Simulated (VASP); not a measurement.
# Shielding tensors and field gradients of H4BrN, part 3 of 7

Aim: NMR shielding tensors and field gradients of H4BrN. The cell has space group P-43m. Left out of this account: 1 further run (NMR: a repeat of the first functional). The start is a cell from a database of measured crystal structures.

VASP 6.6.1, plane waves and PAW; the level of theory is named at each step.

So far. Step 2 (Ground state): The cell has a gap of 3.95 eV on this mesh. Spin-orbit coupling is left out, which can shift or reorder these edges. Forces of up to 0.94 eV/Å remain in these settings, with PBE data sets under LDA.

## Step 3: Shielding tensors (continued)

Level of this step: chemical shifts by linear response (GIPAW), LDA; plane waves and PAW (Br, N, H) (VASP).

OUTCAR, selected parts (step 3):

```text
The static configuration has the point symmetry T_d .

 Found     20 irreducible k-points:

   dimension x,y,z NGX =    32 NGY =   32 NGZ =   32
   dimension x,y,z NGXF=    64 NGYF=   64 NGZF=   64

   ENCUT  =  560.0 eV  41.16 Ry    6.42 a.u.   7.72  7.72  7.72*2*pi/ulx,y,z

   NELECT =      16.0000    total number of electrons

  Total        0.4547950      0.4547950      0.4547950      0.0000000      0.0000000      0.0000000
  in kB       11.3853481     11.3853481     11.3853481      0.0000000      0.0000000      0.0000000
  external PRESSURE =      11.3853481 kB  Pullay stress =       0.0000000 kB

  energy-cutoff  :      560.00
  volume of cell :       64.00
      direct lattice vectors                 reciprocal lattice vectors
     4.000000000  0.000000000  0.000000000     0.250000000  0.000000000  0.000000000
     0.000000000  4.000000000  0.000000000     0.000000000  0.250000000  0.000000000
     0.000000000  0.000000000  4.000000000     0.000000000  0.000000000  0.250000000

 POSITION                                       TOTAL-FORCE (eV/Angst)
 -----------------------------------------------------------------------------------
      2.00000      2.00000      2.00000         0.000000      0.000000      0.000000
      0.00000      0.00000      0.00000         0.000000      0.000000      0.000000
      0.59200      0.59200      0.59200         0.551088      0.551088      0.551088
      0.59200      3.40800      3.40800         0.551088     -0.551088     -0.551088
      3.40800      3.40800      0.59200        -0.551088     -0.551088      0.551088
      3.40800      0.59200      3.40800        -0.551088      0.551088     -0.551088
 -----------------------------------------------------------------------------------
    total drift:                               -0.000000     -0.000000     -0.000000

 Electric field gradients after diagonalization (V/A^2)
 (convention: |V_zz| > |V_xx| > |V_yy|)
----------------------------------------------------------------------
 ion       V_xx      V_yy      V_zz     asymmetry (V_yy - V_xx)/ V_zz
----------------------------------------------------------------------
   1      -0.000    -0.000     0.000       0.033
   2      -0.000    -0.000    -0.000      -0.347
   3     -15.579   -15.579    31.158       0.000
   4     -15.579   -15.579    31.158       0.000
   5     -15.579   -15.579    31.158       0.000
   6     -15.579   -15.579    31.158       0.000
----------------------------------------------------------------------

  ORBITAL MAGNETIC SUSCEPTIBILITY, excluding core contribution
 -------------------------------------------------------------
  Approximate magnetic susceptibility, pGv (10^-6 cm^3/mole)
     1        -39.189645          0.000000          0.000000
     2          0.000000        -39.189645         -0.000000
     3          0.000000         -0.000000        -39.189645
 -------------------------------------------------------------
  Approximate magnetic susceptibility, vGv (10^-6 cm^3/mole)
     1        -38.269803          0.000000         -0.000000
     2          0.000000        -38.269803          0.000000
     3         -0.000000          0.000000        -38.269803

  CSA tensor (J. Mason, Solid State Nucl. Magn. Reson. 2, 285 (1993))
  for chemical shielding  (including the isotropic core contribution)

  BDIR labels direction of applied magnetic field (i.e. B0)
  For BDIR==1, B0 along x-axis, etc.
  Induced field listed along cartesian directions for each BDIR
 ------------------------------------------------------------------------------------------
                 EXCLUDING G=0 CONTRIBUTION              INCLUDING G=0 CONTRIBUTION
 ------------------------------------------------------------------------------------------
  ion  BDIR            X           Y           Z                X           Y           Z
          (   iso_shield        span        skew ) (   iso_shield        span        skew )
 ------------------------------------------------------------------------------------------
    1     1    2361.4994      0.0000     -0.0000        2371.3431      0.0000     -0.0000
          2      -0.0000   2361.4994      0.0000          -0.0000   2371.3431      0.0000
          3      -0.0000      0.0000   2361.4994          -0.0000      0.0000   2371.3431
          (    2361.4994      0.0000      0.0000 ) (    2371.3431      0.0000      0.0000 )

    2     1     175.1417      0.0000      0.0000         184.9855      0.0000      0.0000
          2      -0.0000    175.1417     -0.0000          -0.0000    184.9855     -0.0000
          3      -0.0000     -0.0000    175.1417          -0.0000     -0.0000    184.9855
          (     175.1417      0.0000      0.0000 ) (     184.9855      0.0000      0.0000 )

    3     1      14.2546      7.1165      7.1165          24.0983      7.1165      7.1165
          2       7.1165     14.2546      7.1165           7.1165     24.0983      7.1165
          3       7.1165      7.1165     14.2546           7.1165      7.1165     24.0983
          (      14.2546     21.3495      1.0000 ) (      24.0983     21.3495      1.0000 )

    4     1      14.2546     -7.1165     -7.1165          24.0983     -7.1165     -7.1165
          2      -7.1165     14.2546      7.1165          -7.1165     24.0983      7.1165
          3      -7.1165      7.1165     14.2546          -7.1165      7.1165     24.0983
          (      14.2546     21.3495      1.0000 ) (      24.0983     21.3495      1.0000 )

    5     1      14.2546      7.1165     -7.1165          24.0983      7.1165     -7.1165
          2       7.1165     14.2546     -7.1165           7.1165     24.0983     -7.1165
          3      -7.1165     -7.1165     14.2546          -7.1165     -7.1165     24.0983
          (      14.2546     21.3495      1.0000 ) (      24.0983     21.3495      1.0000 )

    6     1      14.2546     -7.1165      7.1165          24.0983     -7.1165      7.1165
          2      -7.1165     14.2546     -7.1165          -7.1165     24.0983     -7.1165
          3       7.1165     -7.1165     14.2546           7.1165     -7.1165     24.0983
          (      14.2546     21.3495      1.0000 ) (      24.0983     21.3495      1.0000 )
 ------------------------------------------------------------------------------------------

[... 5 parts as in an earlier step ...]

[... 1 further part left out ...]
```

The atoms bear forces, and field gradients depend strongly on their positions.

This step gave:

* free energy (TOTEN): -28.58 eV
* Fermi energy: -0.3681 eV
* pressure: 1.139 GPa
* least direct gap on the k-mesh: 4.036 eV

Valence and core; the G = 0 term is that of a spherical sample. NMR shielding, by row:

```
atom  isotropic shielding (ppm)  span (ppm)  skew  isotropic shielding without the G = 0 term (ppm)
 Br1                       2371           0     -                                              2362
  N2                        185           0     -                                             175.1
  H3                       24.1       21.35     1                                             14.25
  H4                       24.1       21.35     1                                             14.25
  H5                       24.1       21.35     1                                             14.25
  H6                       24.1       21.35     1                                             14.25
```

Ordered as |Vzz| ≥ |Vxx| ≥ |Vyy|, the program's way. Electric field gradients, by row:

```
atom  Vxx (V/Å²)  Vyy (V/Å²)  Vzz (V/Å²)  asymmetry
 Br1           0           0           0          -
  N2           0           0           0          -
  H3      -15.58      -15.58       31.16          0
  H4      -15.58      -15.58       31.16          0
  H5      -15.58      -15.58       31.16          0
  H6      -15.58      -15.58       31.16          0
```

[end of part 3 of 7]

[Lines on the potential files, build, host, timing and source positions are cut from VASP's logs without a mark.]

[Logs are printed without paths, hosts, clocks, repeated set-up lines and the standing remarks that a program may print on its own settings, such as how far it seeks lower states.]

[Hosts, paths, dates, database ids (printed as entryN), source tags and the programs' standing remarks are cut or masked in the printed files.]
